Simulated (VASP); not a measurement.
OSZICAR of a VASP run on MnSi (B20):

### OSZICAR
```
       N       E                     dE             d eps       ncg     rms          rms(c)
DAV:   1     0.816114648615E+03    0.81611E+03   -0.35475E+04  3936   0.198E+03
DAV:   2    -0.438011779089E+01   -0.82049E+03   -0.79892E+03  3936   0.584E+02
DAV:   3    -0.745120851934E+02   -0.70132E+02   -0.67883E+02  4645   0.175E+02
DAV:   4    -0.766503505721E+02   -0.21383E+01   -0.21250E+01  4588   0.311E+01
DAV:   5    -0.766929370094E+02   -0.42586E-01   -0.42557E-01  4680   0.473E+00    0.426E+01
DAV:   6    -0.749921381572E+02    0.17008E+01   -0.17775E+02  4696   0.970E+01    0.231E+01
DAV:   7    -0.683025505592E+02    0.66896E+01   -0.61410E+01  4160   0.582E+01    0.108E+01
DAV:   8    -0.680979899030E+02    0.20456E+00   -0.27205E+00  4144   0.989E+00    0.237E+00
DAV:   9    -0.680571884190E+02    0.40801E-01   -0.20578E-01  4917   0.299E+00    0.926E-01
DAV:  10    -0.680542988664E+02    0.28896E-02   -0.64675E-03  4486   0.674E-01    0.558E-01
DAV:  11    -0.680535182650E+02    0.78060E-03   -0.24692E-03  4902   0.325E-01    0.183E-01
DAV:  12    -0.680538986841E+02   -0.38042E-03   -0.52301E-04  5246   0.142E-01    0.153E-01
DAV:  13    -0.680544418754E+02   -0.54319E-03   -0.93374E-04  5029   0.212E-01    0.130E-01
DAV:  14    -0.680552730497E+02   -0.83117E-03   -0.49295E-03  4947   0.481E-01    0.824E-02
DAV:  15    -0.680554359454E+02   -0.16290E-03   -0.11036E-03  5564   0.208E-01    0.491E-02
DAV:  16    -0.680554396886E+02   -0.37432E-05   -0.33284E-05  4328   0.467E-02    0.229E-02
DAV:  17    -0.680554505348E+02   -0.10846E-04   -0.14257E-04  4907   0.815E-02    0.941E-03
DAV:  18    -0.680554508540E+02   -0.31915E-06   -0.91362E-06  4137   0.264E-02
   1 F= -.46029071E+02 E0= -.46029518E+02  d E =-.460291E+02  mag=    -0.0002
       N       E                     dE             d eps       ncg     rms          rms(c)
DAV:   1    -0.873411614662E+02   -0.19286E+02   -0.38320E+02  3996   0.193E+02    0.611E+01
DAV:   2    -0.738483110790E+02    0.13493E+02   -0.32619E+02  4084   0.149E+02    0.321E+01
DAV:   3    -0.650350623840E+02    0.88132E+01   -0.79241E+01  4008   0.719E+01    0.896E+00
DAV:   4    -0.645698807620E+02    0.46518E+00   -0.33316E+00  4211   0.129E+01    0.519E+00
DAV:   5    -0.644187652530E+02    0.15112E+00   -0.27528E-01  4457   0.403E+00    0.343E+00
DAV:   6    -0.643551296574E+02    0.63636E-01   -0.10415E-01  4537   0.184E+00    0.672E-01
DAV:   7    -0.643552769667E+02   -0.14731E-03   -0.31873E-03  4614   0.313E-01    0.236E-01
DAV:   8    -0.643551815346E+02    0.95432E-04   -0.12245E-03  4615   0.249E-01    0.126E-01
DAV:   9    -0.643551779431E+02    0.35915E-05   -0.37958E-05  4469   0.561E-02    0.779E-02
DAV:  10    -0.643551738611E+02    0.40820E-05   -0.10153E-05  3898   0.194E-02    0.276E-02
DAV:  11    -0.643551737765E+02    0.84550E-07   -0.19521E-06  2432   0.888E-03
   2 F= -.45098434E+02 E0= -.45098950E+02  d E =0.930637E+00  mag=    -0.0000
       N       E                     dE             d eps       ncg     rms          rms(c)
DAV:   1    -0.830075416254E+02   -0.18652E+02   -0.23223E+02  3966   0.164E+02    0.394E+01
DAV:   2    -0.843724352446E+02   -0.13649E+01   -0.41393E+02  4510   0.144E+02    0.379E+01
DAV:   3    -0.677806422764E+02    0.16592E+02   -0.84990E+01  4434   0.680E+01    0.696E+00
DAV:   4    -0.675706335354E+02    0.21001E+00   -0.42990E+00  4656   0.114E+01    0.599E+00
DAV:   5    -0.674921278081E+02    0.78506E-01   -0.30136E-01  4359   0.430E+00    0.182E+00
DAV:   6    -0.674356186480E+02    0.56509E-01   -0.24653E-01  4774   0.357E+00    0.432E-01
DAV:   7    -0.674363158610E+02   -0.69721E-03   -0.71348E-03  4748   0.585E-01    0.335E-01
DAV:   8    -0.674364521212E+02   -0.13626E-03   -0.55934E-03  4759   0.564E-01    0.257E-01
DAV:   9    -0.674361909741E+02    0.26115E-03   -0.17758E-03  4524   0.336E-01    0.464E-02
DAV:  10    -0.674361929472E+02   -0.19731E-05   -0.41405E-05  4472   0.416E-02    0.248E-02
DAV:  11    -0.674361898857E+02    0.30615E-05   -0.53524E-06  3886   0.105E-02    0.112E-02
DAV:  12    -0.674361888405E+02    0.10452E-05   -0.52689E-06  3572   0.158E-02    0.539E-03
DAV:  13    -0.674361888317E+02    0.87784E-08   -0.16704E-07  2162   0.335E-03
   3 F= -.46161158E+02 E0= -.46161666E+02  d E =-.132087E+00  mag=    -0.0000
       N       E                     dE             d eps       ncg     rms          rms(c)
DAV:   1    -0.674113600259E+02    0.24829E-01   -0.38379E-02  3973   0.199E+00    0.523E-01
DAV:   2    -0.674108168999E+02    0.54313E-03   -0.47638E-02  4230   0.168E+00    0.405E-01
DAV:   3    -0.674089513377E+02    0.18656E-02   -0.11205E-02  4232   0.835E-01    0.580E-02
DAV:   4    -0.674089397976E+02    0.11540E-04   -0.60189E-04  4352   0.104E-01    0.398E-02
DAV:   5    -0.674089222100E+02    0.17588E-04   -0.60106E-05  4437   0.607E-02    0.171E-02
DAV:   6    -0.674089207207E+02    0.14893E-05   -0.69673E-06  4129   0.131E-02    0.425E-03
DAV:   7    -0.674089205759E+02    0.14473E-06   -0.63521E-07  2077   0.398E-03
   4 F= -.46161350E+02 E0= -.46161860E+02  d E =-.132279E+00  mag=    -0.0000
       N       E                     dE             d eps       ncg     rms          rms(c)
DAV:   1    -0.673942563626E+02    0.14664E-01   -0.12082E-02  3974   0.112E+00    0.293E-01
DAV:   2    -0.673940858239E+02    0.17054E-03   -0.14950E-02  4228   0.940E-01    0.227E-01
DAV:   3    -0.673935005418E+02    0.58528E-03   -0.35114E-03  4228   0.467E-01    0.327E-02
DAV:   4    -0.673934970955E+02    0.34463E-05   -0.18931E-04  4348   0.585E-02    0.225E-02
DAV:   5    -0.673934914939E+02    0.56015E-05   -0.19376E-05  4078   0.345E-02    0.944E-03
DAV:   6    -0.673934910105E+02    0.48343E-06   -0.18267E-06  2296   0.750E-03
   5 F= -.46161307E+02 E0= -.46161818E+02  d E =-.132236E+00  mag=     0.0000
       N       E                     dE             d eps       ncg     rms          rms(c)
DAV:   1    -0.673639342418E+02    0.29557E-01   -0.10569E+00  5152   0.237E+01    0.366E-01
DAV:   2    -0.673832716674E+02   -0.19337E-01   -0.19759E-01  3952   0.323E+00    0.191E-01
DAV:   3    -0.673835595435E+02   -0.28788E-03   -0.50766E-03  5226   0.570E-01    0.130E-01
DAV:   4    -0.673834631697E+02    0.96374E-04   -0.34896E-04  5620   0.190E-01    0.571E-02
DAV:   5    -0.673834451655E+02    0.18004E-04   -0.60302E-05  5108   0.106E-01    0.185E-02
DAV:   6    -0.673834455175E+02   -0.35200E-06   -0.25957E-05  4072   0.555E-02    0.107E-02
DAV:   7    -0.673834453163E+02    0.20118E-06   -0.63498E-07  2120   0.765E-03
   6 F= -.46163076E+02 E0= -.46163597E+02  d E =-.176966E-02  mag=     0.0000
```

Q: Which electronic solver shows in the log?

A: It is blocked Davidson (ALGO = Normal, or the opening steps of other solvers). The INCAR had ALGO = Normal.

Q: How was spin treated?

A: Collinear spin (ISPIN = 2): the summary line carries one mag value, 0.00 μB in the cell.

Q: Can the final energy be trusted as converged?

A: The calculation finished and met its thresholds. It stopped with EDIFF = 1E-6, NELM = 100, NSW = 40 and EDIFFG = -0.02 after 6 ionic steps (LDA (Ceperley-Alder, Perdew-Zunger), plane waves, VASP's LDA PAW potentials (set 64)). Energy and stress use the plane-wave basis of the starting cell. The moments were started parallel, and other spin orders were not tried in this run.

The compound is MnSi in the B20 structure. This run relaxes it under an external pressure of 45 GPa. Symmetry was kept, so distortions that lower it aren't found.
